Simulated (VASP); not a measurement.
# Li: formation energy of a vacancy on the Li site, part 3 of 3

How easily does a vacancy on the Li site form in Li? The host is relaxed first, then a supercell is run with and without the defect.

VASP 6.6.1; PBEsol; plane waves and PAW (Li).

So far. Step 2 (The host at zero pressure): The run ended after 3 ionic steps, 0.001 eV below its first step, once forces and stress met EDIFFG = -0.02. Step 3 (The supercell without the defect): The host is treated as a metal, as its relaxation found a gap under 0.3 eV or none, and only the neutral defect is run.

**4. The defect cell**

System of this step: Li. The cell holds 53 atoms: 53 Li. Its edges and angles: a = 10.354 Å, b = 10.354 Å, c = 10.354 Å, α = 90.0°, β = 90.0°, γ = 90.0°. It derives from Li. Nearest the centre at fractional (0.000, 0.000, 0.000): Li5 at 2.99 Å, Li11 at 2.99 Å, Li28 at 2.99 Å, Li33 at 2.99 Å, Li51 at 2.99 Å, Li41 at 2.99 Å, Li37 at 2.99 Å, Li53 at 2.99 Å.

The host is treated as a metal, since its gap is under 0.3 eV or closed. The run keeps 48 symmetry operations, which cuts the number of k-points but bars distortions that break them. The atoms relax at the host's fixed cell.

The input, INCAR:

```
SYSTEM = Li
PREC = Normal
ENCUT = 300
EDIFF = 1E-05
NELM = 120
ISMEAR = 1
SIGMA = 0.2
LREAL = Auto
ALGO = Fast
GGA = PS
LORBIT = 11
LWAVE = .FALSE.
LCHARG = .TRUE.
KPAR = 4
NCORE = 2
IBRION = 2
NSW = 50
ISIF = 2
EDIFFG = -0.03
POTIM = 0.4
MAXMIX = 40
ISYM = 2
```

The input, POSCAR:

```
Li
1.0
   10.3537268592      0.0000000000      0.0000000000
    0.0000000000     10.3537268592      0.0000000000
    0.0000000000      0.0000000000     10.3537268592
Li
53
Direct
    0.3333333300      0.0000000000      0.0000000000
    0.6666666700      0.0000000000      0.0000000000
    0.0000000000      0.3333333300      0.0000000000
    0.0000000000      0.0000000000      0.3333333300
    0.1666666700      0.1666666700      0.1666666700
    0.3333333300      0.3333333300      0.0000000000
    0.3333333300      0.0000000000      0.3333333300
    0.5000000000      0.1666666700      0.1666666700
    0.6666666700      0.3333333300      0.0000000000
    0.6666666700      0.0000000000      0.3333333300
    0.8333333300      0.1666666700      0.1666666700
    0.0000000000      0.6666666700      0.0000000000
    0.0000000000      0.3333333300      0.3333333300
    0.1666666700      0.5000000000      0.1666666700
    0.3333333300      0.6666666700      0.0000000000
    0.0000000000      0.0000000000      0.6666666700
    0.1666666700      0.1666666700      0.5000000000
    0.3333333300      0.3333333300      0.3333333300
    0.5000000000      0.5000000000      0.1666666700
    0.6666666700      0.6666666700      0.0000000000
    0.3333333300      0.0000000000      0.6666666700
    0.5000000000      0.1666666700      0.5000000000
    0.6666666700      0.3333333300      0.3333333300
    0.8333333300      0.5000000000      0.1666666700
    0.6666666700      0.0000000000      0.6666666700
    0.8333333300      0.1666666700      0.5000000000
    0.0000000000      0.6666666700      0.3333333300
    0.1666666700      0.8333333300      0.1666666700
    0.0000000000      0.3333333300      0.6666666700
    0.1666666700      0.5000000000      0.5000000000
    0.3333333300      0.6666666700      0.3333333300
    0.5000000000      0.8333333300      0.1666666700
    0.1666666700      0.1666666700      0.8333333300
    0.3333333300      0.3333333300      0.6666666700
    0.5000000000      0.5000000000      0.5000000000
    0.6666666700      0.6666666700      0.3333333300
    0.8333333300      0.8333333300      0.1666666700
    0.5000000000      0.1666666700      0.8333333300
    0.6666666700      0.3333333300      0.6666666700
    0.8333333300      0.5000000000      0.5000000000
    0.8333333300      0.1666666700      0.8333333300
    0.0000000000      0.6666666700      0.6666666700
    0.1666666700      0.8333333300      0.5000000000
    0.1666666700      0.5000000000      0.8333333300
    0.3333333300      0.6666666700      0.6666666700
    0.5000000000      0.8333333300      0.5000000000
    0.5000000000      0.5000000000      0.8333333300
    0.6666666700      0.6666666700      0.6666666700
    0.8333333300      0.8333333300      0.5000000000
    0.8333333300      0.5000000000      0.8333333300
    0.1666666700      0.8333333300      0.8333333300
    0.5000000000      0.8333333300      0.8333333300
    0.8333333300      0.8333333300      0.8333333300
```

The input, KPOINTS:

```
Automatic mesh
0
Monkhorst-Pack
4 4 4
0 0 0
```

The projector-augmented-wave data sets are Li (PBE family, release 64).

On the command line:

```
> mpirun -np 8 vasp_std
```

The program printed:

```text
[banner, memory and clock lines left out]
running    8 mpi-ranks, on    1 nodes
 distrk:  each k-point on    2 cores,    4 groups
 distr:  one band on    2 cores,    1 groups

 POSCAR found type information on POSCAR Li
 POSCAR found :  1 types and      53 ions
 [... a notice as in an earlier step ...]

 LDA part: xc-table for (Slater+PW92), standard interpolation
 POSCAR, INCAR and KPOINTS ok, starting setup
 FFT: planning ... GRIDC
 FFT: planning ... GRID_SOFT
 FFT: planning ... GRID
 WAVECAR not read
 entering main loop
       N       E                     dE             d eps       ncg     rms          rms(c)
DAV:   1    -0.538844167987E+02   -0.53884E+02   -0.94969E+03   424   0.434E+02
DAV:   2    -0.100785762657E+03   -0.46901E+02   -0.42949E+02   513   0.522E+01
DAV:   3    -0.103635883721E+03   -0.28501E+01   -0.26735E+01   528   0.112E+01
DAV:   4    -0.103710850048E+03   -0.74966E-01   -0.74367E-01   496   0.208E+00
DAV:   5    -0.103712396997E+03   -0.15469E-02   -0.15465E-02   504   0.315E-01    0.167E+00
RMM:   6    -0.103300098143E+03    0.41230E+00   -0.34634E-01   424   0.637E-01    0.865E-01
RMM:   7    -0.103239005802E+03    0.61092E-01   -0.12412E-01   424   0.520E-01    0.457E-01
RMM:   8    -0.103225691814E+03    0.13314E-01   -0.27057E-02   427   0.297E-01    0.183E-01
RMM:   9    -0.103224497535E+03    0.11943E-02   -0.63803E-03   427   0.165E-01    0.385E-02
RMM:  10    -0.103224550650E+03   -0.53115E-04   -0.14037E-03   440   0.913E-02    0.142E-02
RMM:  11    -0.103224560242E+03   -0.95922E-05   -0.31145E-04   426   0.463E-02    0.503E-03
RMM:  12    -0.103224569778E+03   -0.95357E-05   -0.11523E-04   394   0.275E-02    0.252E-03
RMM:  13    -0.103224570736E+03   -0.95841E-06   -0.22850E-05   335   0.128E-02
   1 F= -.10322457E+03 E0= -.10322626E+03  d E =-.103225E+03
 curvature:   0.00 expect dE= 0.000E+00 dE for cont linesearch  0.000E+00
 trial: gam= 0.00000 g(F)=  0.373E-02 g(S)=  0.000E+00 ort = 0.000E+00 (trialstep = 0.100E+01)
 search vector abs. value=  0.373E-02
 bond charge predicted
       N       E                     dE             d eps       ncg     rms          rms(c)
DAV:   1    -0.103228260889E+03   -0.36911E-02   -0.34350E-03   515   0.144E-01    0.151E-02
RMM:   2    -0.103228245229E+03    0.15660E-04   -0.19348E-04   424   0.304E-02    0.903E-03
RMM:   3    -0.103228238403E+03    0.68265E-05   -0.52616E-05   422   0.178E-02
   2 F= -.10322824E+03 E0= -.10322993E+03  d E =-.366767E-02
[...]
3 F= -.10323860E+03 E0= -.10324028E+03  d E =-.140327E-01
[...]
4 F= -.10325680E+03 E0= -.10325846E+03  d E =-.322258E-01
[...]
5 F= -.10328143E+03 E0= -.10328309E+03  d E =-.568634E-01
[...]
6 F= -.10327311E+03 E0= -.10327482E+03  d E =-.485375E-01
[...]
7 F= -.10328805E+03 E0= -.10328971E+03  d E =-.634777E-01
[...]
8 F= -.10330199E+03 E0= -.10330339E+03  d E =-.139396E-01
 ZBRENT: can't locate minimum, use default step
 trial-energy change:   -0.013940  1 .order   -0.013930   -0.015886   -0.011974
 step:  24.2604(harm= 24.6294)  dis= 0.04914  next Energy=  -103.320304 (dE=-0.323E-01)
 bond charge predicted
       N       E                     dE             d eps       ncg     rms          rms(c)
DAV:   1    -0.103327528336E+03   -0.25541E-01   -0.12833E+00   424   0.279E+00    0.235E-01
RMM:   2    -0.103320761116E+03    0.67672E-02   -0.62544E-02   424   0.564E-01    0.413E-02
RMM:   3    -0.103321704431E+03   -0.94332E-03   -0.83281E-03   424   0.291E-01    0.348E-02
RMM:   4    -0.103321970026E+03   -0.26559E-03   -0.21253E-03   427   0.138E-01    0.499E-02
RMM:   5    -0.103322138885E+03   -0.16886E-03   -0.70665E-04   441   0.829E-02    0.538E-02
RMM:   6    -0.103322222257E+03   -0.83372E-04   -0.19751E-04   435   0.389E-02    0.549E-02
RMM:   7    -0.103322110075E+03    0.11218E-03   -0.48492E-05   418   0.177E-02    0.414E-02
RMM:   8    -0.103322006186E+03    0.10389E-03   -0.72013E-05   424   0.148E-02    0.272E-02
RMM:   9    -0.103321954154E+03    0.52033E-04   -0.80668E-05   424   0.140E-02    0.116E-02
RMM:  10    -0.103321945196E+03    0.89580E-05   -0.48228E-05   420   0.114E-02
   9 F= -.10332195E+03 E0= -.10332276E+03  d E =-.338968E-01
 curvature: -20.28 expect dE=-0.480E-02 dE for cont linesearch -0.129E-03
 trial: gam=-0.01922 g(F)=  0.237E-03 g(S)=  0.000E+00 ort = 0.166E-03 (trialstep = 0.970E+01)
 search vector abs. value=  0.232E-03
 reached required accuracy - stopping structural energy minimisation
```

Elapsed: 32 s, on 8 MPI ranks of Intel Xeon 6975P-C (Granite Rapids), shared host; peak memory 2.2 GiB; 4.1 min of CPU time.

From OUTCAR (step 4):

```text
The static configuration has the point symmetry O_h .

 Found      4 irreducible k-points:

   k-points           NKPTS =      4   k-points in BZ     NKDIM =      4   number of bands    NBANDS=     53

   NELECT =      53.0000    total number of electrons

 E-fermi :   0.3380

 k-point     1 :       0.1250    0.1250    0.1250
  band No.  band energies     occupation
    ...
     22      -0.2596      2.00020
     23      -0.2596      2.00020
     24       0.2471      1.68820
     25       0.2471      1.68820
     26       0.2645      1.57792
     27       0.6137     -0.06504
     28       0.6137     -0.06504
     29       0.6261     -0.06038
     30       0.7780     -0.00795
     31       0.9708     -0.00007
    ...

 k-point     2 :       0.3750    0.1250    0.1250
  band No.  band energies     occupation
    ...
     23      -0.0243      2.02800
     24       0.0360      2.05443
     25       0.2783      1.48088
     26       0.3352      1.02357
     27       0.3708      0.72626
     28       0.5647     -0.06802
     29       0.6296     -0.05894
     30       0.7089     -0.02482
     31       0.7370     -0.01625
     32       0.8480     -0.00185
    ...

  Total       -1.5092206     -1.5092206     -1.5092206     -0.0000000     -0.0000000      0.0000000
  in kB       -2.1785784     -2.1785784     -2.1785784     -0.0000000     -0.0000000      0.0000000
  external PRESSURE =      -2.1785784 kB  Pullay stress =       0.0000000 kB

 POSITION                                       TOTAL-FORCE (eV/Angst)
 -----------------------------------------------------------------------------------
      3.57932      0.00000      0.00000        -0.003473      0.000000     -0.000000
      6.77441      0.00000      0.00000         0.003473      0.000000     -0.000000
      0.00000      3.57932      0.00000        -0.000000     -0.003473     -0.000000
      0.00000      0.00000      3.57932        -0.000000      0.000000     -0.003473
      1.62256      1.62256      1.62256         0.002576      0.002576      0.002576
      3.44322      3.44322      0.00000        -0.014158     -0.014158     -0.000000
      3.44322      0.00000      3.44322        -0.014158      0.000000     -0.014158
      5.17686      1.74007      1.74007        -0.000000     -0.001139     -0.001139
      6.91050      3.44322      0.00000         0.014158     -0.014158     -0.000000
      6.91050      0.00000      3.44322         0.014158      0.000000     -0.014158
      8.73116      1.62256      1.62256        -0.002576      0.002576      0.002576
      0.00000      6.77441      0.00000        -0.000000      0.003473     -0.000000
      0.00000      3.44322      3.44322        -0.000000     -0.014158     -0.014158
      1.74007      5.17686      1.74007        -0.001139      0.000000     -0.001139
      3.44322      6.91050      0.00000        -0.014158      0.014158     -0.000000
      0.00000      0.00000      6.77441        -0.000000      0.000000      0.003473
      1.74007      1.74007      5.17686        -0.001139     -0.001139     -0.000000
      3.41855      3.41855      3.41855        -0.006606     -0.006606     -0.006606
      5.17686      5.17686      1.73585        -0.000000      0.000000     -0.001663
      6.91050      6.91050      0.00000         0.014158      0.014158     -0.000000
      3.44322      0.00000      6.91050        -0.014158      0.000000      0.014158
      5.17686      1.73585      5.17686        -0.000000     -0.001663     -0.000000
      6.93518      3.41855      3.41855         0.006606     -0.006606     -0.006606
      8.61366      5.17686      1.74007         0.001139      0.000000     -0.001139
      6.91050      0.00000      6.91050         0.014158      0.000000      0.014158
      8.61366      1.74007      5.17686         0.001139     -0.001139     -0.000000
      0.00000      6.91050      3.44322        -0.000000      0.014158     -0.014158
      1.62256      8.73116      1.62256         0.002576     -0.002576      0.002576
      0.00000      3.44322      6.91050        -0.000000     -0.014158      0.014158
      1.73585      5.17686      5.17686        -0.001663      0.000000     -0.000000
      3.41855      6.93518      3.41855        -0.006606      0.006606     -0.006606
      5.17686      8.61366      1.74007        -0.000000      0.001139     -0.001139
      1.62256      1.62256      8.73116         0.002576      0.002576     -0.002576
      3.41855      3.41855      6.93518        -0.006606     -0.006606      0.006606
      5.17686      5.17686      5.17686        -0.000000      0.000000     -0.000000
      6.93518      6.93518      3.41855         0.006606      0.006606     -0.006606
      8.73116      8.73116      1.62256        -0.002576     -0.002576      0.002576
      5.17686      1.74007      8.61366        -0.000000     -0.001139      0.001139
[...]
-----------------------------------------------------------------------------------
    total drift:                               -0.000000      0.000000      0.000000

  FREE ENERGIE OF THE ION-ELECTRON SYSTEM (eV)
  ---------------------------------------------------
  free  energy   TOTEN  =      -103.3219451958 eV

  energy  without entropy=     -103.3243873022  energy(sigma->0) =     -103.32275923

 total charge
# of ion       s       p       d       tot
------------------------------------------
    1        0.120   0.098   0.000   0.217
    2        0.120   0.098   0.000   0.217
    3        0.120   0.098   0.000   0.217
    4        0.120   0.098   0.000   0.217
    5        0.110   0.087   0.000   0.198
    6        0.112   0.098   0.000   0.210
    7        0.112   0.098   0.000   0.210
    8        0.115   0.099   0.000   0.214
    9        0.112   0.098   0.000   0.210
   10        0.112   0.098   0.000   0.210
   11        0.110   0.087   0.000   0.198
   12        0.120   0.098   0.000   0.217
   13        0.112   0.098   0.000   0.210
   14        0.115   0.099   0.000   0.214
   15        0.112   0.098   0.000   0.210
   16        0.120   0.098   0.000   0.217
   17        0.115   0.099   0.000   0.214
   18        0.113   0.096   0.000   0.209
   19        0.113   0.097   0.000   0.211
   20        0.112   0.098   0.000   0.210
   21        0.112   0.098   0.000   0.210
   22        0.113   0.097   0.000   0.211
   23        0.113   0.096   0.000   0.209
   24        0.115   0.099   0.000   0.214
   25        0.112   0.098   0.000   0.210
   26        0.115   0.099   0.000   0.214
   27        0.112   0.098   0.000   0.210
   28        0.110   0.087   0.000   0.198
   29        0.112   0.098   0.000   0.210
   30        0.113   0.097   0.000   0.211
   31        0.113   0.096   0.000   0.209
   32        0.115   0.099   0.000   0.214
   33        0.110   0.087   0.000   0.198
   34        0.113   0.096   0.000   0.209
   35        0.108   0.092   0.000   0.200
   36        0.113   0.096   0.000   0.209
   37        0.110   0.087   0.000   0.198
[...]
--------------------------------------------------
tot          6.007   5.092   0.000  11.099

[... 7 parts as in an earlier step ...]

[... 4 further parts left out ...]
```

Relaxation path:

```csv
step,energy less that of the first step (eV),largest force (eV/Å)
1,0.0000,0.0859
2,-0.0037,0.0827
3,-0.0140,0.0742
4,-0.0322,0.0661
5,-0.0569,0.0528
6,-0.0485,0.1082
7,-0.0635,0.0497
8,-0.0774,0.0367
9,-0.0974,0.0200
```

The atoms that moved most (Å):

| atom | dx | dy | dz | length |
| --- | --- | --- | --- | --- |
| Li5 | -0.103 | -0.103 | -0.103 | 0.179 |
| Li11 | 0.103 | -0.103 | -0.103 | 0.179 |
| Li28 | -0.103 | 0.103 | -0.103 | 0.179 |
| Li53 | 0.103 | 0.103 | 0.103 | 0.179 |
| Li51 | -0.103 | 0.103 | 0.103 | 0.179 |
| Li41 | 0.103 | -0.103 | 0.103 | 0.179 |
| Li37 | 0.103 | 0.103 | -0.103 | 0.179 |
| Li33 | -0.103 | -0.103 | 0.103 | 0.179 |

Numbers from this step:

```yaml
electronic_cycles: 69
electrons: 53
free_energy_toten: -103.3219 eV
energy_at_zero_smearing: -103.3228 eV
fermi_energy: 0.338 eV
```

Valence density in the ac plane at fractional y = 0.000, through the centre, with atoms of Li within 0.45 Å of it. It is the smooth field of the valence electrons, not physical close to the nuclei.

Ten even steps from '0' (0.022 e/Å³) to '9' (0.058 e/Å³), each cell a mean:
```
00123565311258997411246543100
01124567644589999754567653211
22345678888899999888888754322
34456788888999999998888776544
55677888888889999888888877665
56788888766788888866678888765
24688886322468888532257888753
02588875200258887410036888631
02589885211368887410137898731
34789987544578888654468899863
78999988877888888877788999998
99999998888888888888888999999
99999988888888888888888999999
57899988766788888766678899976
13689986422468887532257899742
01488885200258887410036888630
12588885201368887410137888741
45788887534578888643468888764
66778888877888888887788887766
45567788888999999988888876655
33445778888999999988888765433
11234677766789999876777654321
00123566422469998532356643210
00123555200158997300135542100
```
Columns run along a (10.4 Å), rows up along c (10.4 Å). Atoms in or near the plane, at fractional coordinates: Li at (0.35, 0.00), Li at (0.65, 0.00), Li at (0.00, 0.35), Li at (0.33, 0.33), Li at (0.67, 0.33), Li at (0.00, 0.65), Li at (0.33, 0.67), Li at (0.67, 0.67).

The run ended after 9 ionic steps, 0.097 eV below its first step, once the forces on the free atoms met EDIFFG = -0.03.

The 8 first neighbours (Li) lie 2.99 Å from the site in the perfect crystal and 2.81 Å on average after the relaxation (-6.0 %).

**5. Formation energies**

This step: point defect, PBEsol; plane waves and PAW (VASP 6.6.1).

This step runs nothing: it gathers the runs above.

This step gave:

```
formation energy of the neutral defect : 0.5256 eV
```

Formation energy:

```
formation energy (eV)  largest move (Å)
               0.5256            0.1785
```

E_f is E(defect cell) less E(perfect cell), corrected for the atoms exchanged with their references.

References, in eV an atom: Li -1.959 (the host). They were run at the supercell's cutoff and functional, without U, and count both elements from their own phases.

**6. Results**

```
formation energy at charge 0 : 0.526 eV
```

A vacancy on the Li site costs 0.53 eV, with every exchanged atom at the energy of its element. The 8 first neighbours (Li) lie 2.99 Å from the site in the perfect crystal and 2.81 Å on average after the relaxation (-6.0 %). With metallic smearing the value can move by tenths of an eV with the k mesh. The supercell of 54 atoms is small, so interactions between images remain.

[Lines on the potential files, build, host, timing and source positions are cut from VASP's logs without a mark.]

[Logs are printed without paths, hosts, clocks, repeated set-up lines and the standing remarks that a program may print on its own settings, such as how far it seeks lower states.]

[Hosts, paths, dates, database ids (printed as entryN), source tags and the programs' standing remarks are cut or masked in the printed files.]

[In band tables of VASP the shares of atoms and orbitals are scaled to a sum of 1 inside the atoms' spheres.]

[Runs that stopped without an error message from VASP are left out.]
